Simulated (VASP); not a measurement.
Energy against volume of FePt (L1_0). All values below come from rev-vdW-DF2, VASP's PBE PAW potentials (set 64) (plane waves; VASP). Numerical set-up: 520 eV cut-off, 13×13×10 Γ-centred mesh, first-order Methfessel-Paxton smearing of 0.10 eV, potentials Fe Pt.

Shape and ions are relaxed at each volume.

```csv
V (Å³/atom),E (eV/atom)
12.895,-5.26951
13.306,-5.29862
13.718,-5.30716
14.129,-5.29893
```

### Question
Fit these four points and predict the energy of the run at 14.541 Å³/atom.

### Answer
A cubic in V^(−2/3), the third-order Birch-Murnaghan form, passes through the four points with V0 = 13.71 Å³/atom and B0 = 218 GPa, and gives -5.2771 eV/atom there. The run gave -5.2767 eV/atom, +0.4 meV/atom from the fit; all five points give B0 = 219 GPa.

The compound is FePt in the L1_0 structure. It was relaxed first.
